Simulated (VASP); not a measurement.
Input:

```
CELL_PARAMETERS angstrom
      0.00000     2.40348     2.42776
      2.40348     0.00000     2.42776
      2.40348     2.40348     0.00000
ATOMIC_POSITIONS crystal
  Y  0.00000 0.00000 0.00000
  N  0.50000 0.50000 0.50000
```

These are PBEsol GGA, VASP's PBE PAW potentials (set 64) (plane waves; VASP) values and carry that method's errors. Numerical set-up: 600 eV cut-off, 10×10×10 Γ-centred mesh, Gaussian smearing of 0.050 eV, potentials Y_sv N.

### Question
What does the run give for the energy per atom (σ→0), pressure, band gap (on the k-mesh) with the smallest direct gap where there is one?

### Answer

The band gap (on the k-mesh) is none (metal, semimetal or under 0.01 eV) and the energy per atom (σ→0) is -9.562 eV/atom. The pressure is 34.7 kbar.

The compound is YN in the rock salt structure. This cell was strained or had an atom moved on purpose.
